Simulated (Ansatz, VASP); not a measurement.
## SnP2 in VASP and in Ansatz

INCAR

```
SYSTEM = SnP2
PREC = Accurate ; ENCUT = 520
EDIFF = 1E-6 ; ISMEAR = 0
SIGMA = 0.1 ; LREAL = .FALSE.
LASPH = .TRUE. ; NELM = 80
ALGO = Normal ; ISIF = 2
LWAVE = .FALSE. ; LCHARG = .FALSE.
GGA = PE ; NBANDS = 19
```

File KPOINTS:

```
Automatic mesh
0
G
  6 6 6
  0 0 0
```

File POSCAR:

```
SnP2
1.0
    0.0000000000      3.0883825326      3.0883825326
    3.0883825326      0.0000000000      3.0883825326
    3.0883825326      3.0883825326      0.0000000000
Sn P
1 2
Direct
    0.0000000000      0.0000000000      0.0000000000
    0.2500000000      0.2500000000      0.2500000000
    0.7500000000      0.7500000000      0.7500000000
```

Input for Ansatz:

```yaml
crystal:
  lattice:
    - [0.0, 3.0883825326, 3.0883825326]
    - [3.0883825326, 0.0, 3.0883825326]
    - [3.0883825326, 3.0883825326, 0.0]
  atoms:
    - { symbol: Sn, position: [0.0, 0.0, 0.0] }
    - { symbol: P, position: [0.25, 0.25, 0.25] }
    - { symbol: P, position: [0.75, 0.75, 0.75] }
basis:
  ecutwfc: 420
kpoints:
  mp_grid: { grid: [6, 6, 6] }
hamiltonian:
  xc: pbe
scf:
  occupations: { method: gaussian, width: 0.1 }
  lower_state_search: "off"
output:
  forces: true
  stress: true
  eigenvalues: true
```

Alike in both runs: task single point; functional PBE; k mesh 6 × 6 × 6; occupations gaussian, width 0.1 eV; no spin polarisation.

|  | VASP | Ansatz |
| --- | --- | --- |
| version | VASP 6.6.1 | Ansatz 0.2.0 |
| potentials or method | VASP PAW PBE potentials, release 64 (Sn_d, P) | scalar-relativistic, plane waves, PAW |
| plane-wave cutoff (eV) | 520 | 420 |
| valence electrons in the cell | 24 | 24 |

VASP gave:

| Property | Result |
| --- | --- |
| gap on the k mesh at the Fermi level (eV) | none |
| pressure (GPa) | 11.6 |

Q: Which values does Ansatz return?

A: gap on the k mesh at the Fermi level (eV): none; pressure (GPa): 11.7.

A gap of «none» marks a metal or a gap that the smearing closes. With one functional, cell and mesh, what is left measures potentials, basis and numerics.
